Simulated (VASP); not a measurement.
Given:

```
CELL_PARAMETERS angstrom
      0.00000     2.72299     2.72299
      2.72299     0.00000     2.72299
      2.72299     2.72299     0.00000
ATOMIC_POSITIONS crystal
  Zn 0.00000 0.00000 0.00000
  S  0.25000 0.25000 0.25000
```

All values below come from PBE GGA, VASP's PBE PAW potentials (set 64) (plane waves; VASP). Settings: 480 eV cut-off, 8×8×8 Γ-centred mesh, Gaussian smearing of 0.050 eV, potentials Zn S.

Q: What does the run give for the energy per atom (σ→0), band gap (on the k-mesh) with the smallest direct gap where there is one?

A: 
band gap (on the k-mesh): 2.01 eV
smallest direct gap (on the k-mesh): 2.01 eV
energy per atom (σ→0): -3.426 eV/atom

The structure comes from a computed database's ZnS entry (F-43m); how it stands against other phases isn't given here. It was relaxed first. The start is the result of an earlier pass.
